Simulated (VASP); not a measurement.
# GaGe₃: molecular dynamics at constant energy

GaGe₃, Pm-3m (no. 221), 12 atoms in the cell. PBE, molecular dynamics; PAW potentials Ge, Ga (PBE set).

Ensemble: NVE; Starting temperature (K): 1600.

## Input

INCAR:
```
  GGA = PE
  PREC = Normal
  ENCUT = 200
  EDIFF = 1E-6
  NELMIN = 4
  NELM = 60
  ALGO = Fast
  LREAL = Auto
  LASPH = True
  ISMEAR = -1
  SIGMA = 0.069
  ISYM = 0
  LWAVE = False
  LCHARG = False
  IBRION = 0
  NSW = 60
  POTIM = 3.0
  TEBEG = 1600
  ISIF = 2
  RANDOM_SEED = 4391 0 0
  MDALGO = 2
  SMASS = -3
  KPAR = 2
```

KPOINTS:
```
k-points
0
Gamma
  3 3 1
```

POSCAR:
```
GaGe3
1.0
    4.2784660000      0.0000000000      0.0000000000
    0.0000000000      4.2784660000      0.0000000000
    0.0000000000      0.0000000000     12.8353980000
Ge Ga
9 3
Direct
    0.5000000000      0.5000000000      0.0000000000
    0.5000000000      0.5000000000      0.3333333333
    0.5000000000      0.5000000000      0.6666666667
    0.5000000000      0.0000000000      0.1666666667
    0.5000000000      0.0000000000      0.5000000000
    0.5000000000      0.0000000000      0.8333333333
    0.0000000000      0.5000000000      0.1666666667
    0.0000000000      0.5000000000      0.5000000000
    0.0000000000      0.5000000000      0.8333333333
    0.0000000000      0.0000000000      0.0000000000
    0.0000000000      0.0000000000      0.3333333333
    0.0000000000      0.0000000000      0.6666666667
```

Commands:
```
cat potpaw_PBE.64/Ge/POTCAR potpaw_PBE.64/Ga/POTCAR > POTCAR
mpirun -np 2 vasp_std > vasp.out
```

## Result

- Spread of the conserved energy (meV/atom): 0.33
- Rise of the mean potential energy above the start (meV/atom): 25.8
- Mean temperature (K): 1380
- Electronic steps per ionic step after the first: 4.7

Course of the run:

| Time (fs) | Temperature (K) | Potential energy less the first (meV/atom) | Conserved energy less the first (meV/atom) |
|---|---|---|---|
| 3 | 1600 | 0.0 | 0.00 |
| 18 | 1623 | -2.7 | -0.06 |
| 30 | 1612 | -1.6 | -0.14 |
| 45 | 1420 | 21.2 | -0.18 |
| 57 | 1159 | 52.2 | -0.11 |
| 72 | 1023 | 68.3 | -0.11 |
| 84 | 1129 | 55.6 | -0.21 |
| 99 | 1256 | 40.4 | -0.28 |
| 111 | 1258 | 40.3 | -0.19 |
| 126 | 1381 | 25.8 | -0.22 |
| 138 | 1559 | 4.6 | -0.32 |
| 153 | 1556 | 4.9 | -0.25 |
| 165 | 1442 | 18.5 | -0.18 |
| 180 | 1393 | 24.3 | -0.22 |

REPORT:
```
MDALGO =   2
               SCALING =       0
                 CNEXP =     9.000   14.000
           RANDOM_SEED =              4391                0                0

   original number of atomic DOF:         33
   number of independent constraints:      0
   number of active DOF:                  33

========================================
         MD step No.       1
========================================

  Atomic velocities initialized by STEP_tb

  >Energies
                    E_tot             E_pot             E_kin               EPS                ES
   e_b>   -0.42702201E+02   -0.44977192E+02    0.22749907E+01    0.00000000E+00    0.00000000E+00

  >Temperature
               T_sim     T_inst
   tmprt>   1600.000   1600.001

  >Thermostat:
           s(n+1) sdot(n+1)      s(n)   sdot(n)        Qs
   s_b>   0.00000   0.00000   0.00000   0.00000  -3.00000

           RANDOM_SEED =              4391               72                0

[... steps left out ...]

========================================
         MD step No.      60
========================================

  >Energies
                    E_tot             E_pot             E_kin               EPS                ES
   e_b>   -0.42704872E+02   -0.44685459E+02    0.19805868E+01    0.00000000E+00    0.00000000E+00

  >Temperature
               T_sim     T_inst
   tmprt>   1600.000   1392.946

  >Thermostat:
           s(n+1) sdot(n+1)      s(n)   sdot(n)        Qs
   s_b>   0.00000   0.00000   0.00000   0.00000  -3.00000

           RANDOM_SEED =              4391               72                0
```

OSZICAR:
```
N       E                     dE             d eps       ncg     rms          rms(c)
DAV:   1     0.754551309949E+02    0.75455E+02   -0.94192E+03   290   0.595E+02
DAV:   2    -0.373117360156E+02   -0.11277E+03   -0.10945E+03   352   0.125E+02
DAV:   3    -0.448899563920E+02   -0.75782E+01   -0.72074E+01   372   0.308E+01
DAV:   4    -0.451169116351E+02   -0.22696E+00   -0.19160E+00   380   0.378E+00
DAV:   5    -0.451282918618E+02   -0.11380E-01   -0.11250E-01   362   0.532E-01    0.440E+00
RMM:   6    -0.450316021932E+02    0.96690E-01   -0.28817E-02   291   0.755E-01    0.254E+00
RMM:   7    -0.449764612606E+02    0.55141E-01   -0.63689E-02   292   0.109E+00    0.180E-01
RMM:   8    -0.449771326370E+02   -0.67138E-03   -0.75629E-03   313   0.308E-01    0.530E-02
RMM:   9    -0.449771779184E+02   -0.45281E-04   -0.12828E-03   316   0.993E-02    0.334E-02
RMM:  10    -0.449771856945E+02   -0.77761E-05   -0.24260E-04   319   0.403E-02    0.126E-02
RMM:  11    -0.449771914573E+02   -0.57628E-05   -0.57209E-05   318   0.153E-02    0.573E-03
RMM:  12    -0.449771917847E+02   -0.32740E-06   -0.10699E-05   243   0.682E-03    0.159E-03
[... left out ...]
     58 T=  1392. E= -.42704362E+02 F= -.44684129E+02 E0= -.44621663E+02  EK= 0.19798E+01 SP= 0.00E+00 SK= 0.00E+00
     59 T=  1390. E= -.42704571E+02 F= -.44680341E+02 E0= -.44618975E+02  EK= 0.19758E+01 SP= 0.00E+00 SK= 0.00E+00
[... last step whole ...]
       N       E                     dE             d eps       ncg     rms          rms(c)
DAV:   1    -0.446854342439E+02   -0.50937E-02   -0.29209E-02   580   0.166E+00    0.684E-03
RMM:   2    -0.446854569372E+02   -0.22693E-04   -0.19943E-04   290   0.638E-02    0.417E-03
RMM:   3    -0.446854584968E+02   -0.15596E-05   -0.18702E-05   295   0.166E-02    0.301E-03
RMM:   4    -0.446854587599E+02   -0.26316E-06   -0.37040E-06   205   0.595E-03
     60 T=  1393. E= -.42704872E+02 F= -.44685459E+02 E0= -.44625328E+02  EK= 0.19806E+01 SP= 0.00E+00 SK= 0.00E+00
```

Limits: 180 fs of 12 atoms are too short for converged averages; the cell is only 4.3 Å across, so each atom moves in step with near copies of itself.

VASP 6.6.1 took 413 s on 2 cores (AMD EPYC 7R43 (Zen 3)), a shared host.
